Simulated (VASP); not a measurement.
All values below come from PBE GGA, VASP's PBE PAW potentials (set 64) (plane waves; VASP 6.6.1).

VASP ran on this input.

### KPOINTS
```
Automatic mesh
0
G
11 11 11
0 0 0
```

### INCAR
```
! general
SYSTEM  = LiF
PREC    = Accurate
ENCUT   = 620
LREAL   = .FALSE.
LASPH   = .TRUE.

! electronic loop
EDIFF   = 1E-6
NELM    = 100
ALGO    = Normal

! smearing
ISMEAR  = 0
SIGMA   = 0.05

! functional
GGA     = PE

! ions
IBRION  = 2
NSW     = 40
ISIF    = 3
EDIFFG  = -0.02
PSTRESS = 100

! output
LWAVE   = .FALSE.
LCHARG  = .FALSE.
```

POSCAR:
```
LiF
1
    0.0000000000     1.9841747208     1.9841747208
    1.9841747208     0.0000000000     1.9841747208
    1.9841747208     1.9841747208     0.0000000000
Li F
1 1
Direct
  0.0000000000   0.0000000000   0.0000000000
  0.5000000000   0.5000000000   0.5000000000
```

POTCAR, in this order: Li_sv F (PBE.64 set). Program: vasp_std.

Energy and stress use the plane-wave basis of the starting cell.

Q: Estimate the energy per atom (σ→0), volume per atom, band gap (on the k-mesh).

A: 
| Quantity | Value |
|---|---|
| energy per atom (σ→0) | -4.794 eV/atom |
| band gap (on the k-mesh) | 9.99 eV |
| volume per atom | 7.43 Å^3/atom |

OSZICAR:
```
...
       N       E                     dE             d eps       ncg     rms          rms(c)
DAV:   1    -0.960606084676E+01   -0.56548E-02   -0.36345E-01  1010   0.637E+00    0.110E+00
DAV:   2    -0.958871457871E+01    0.17346E-01   -0.91425E-02  1032   0.258E+00    0.218E-01
DAV:   3    -0.958833574667E+01    0.37883E-03   -0.59916E-04  1344   0.312E-01    0.118E-01
DAV:   4    -0.958815987688E+01    0.17587E-03   -0.20451E-04  1523   0.152E-01    0.712E-03
DAV:   5    -0.958816167854E+01   -0.18017E-05   -0.85605E-06  1049   0.343E-02    0.267E-03
DAV:   6    -0.958816127402E+01    0.40452E-06   -0.67929E-07   698   0.885E-03
   3 F= -.86611669E+01 E0= -.86611669E+01  d E =-.129865E-01
```

The compound is LiF in the rock salt structure. This run relaxes it under an external pressure of 10 GPa. Symmetry was kept, so distortions that lower it aren't found.
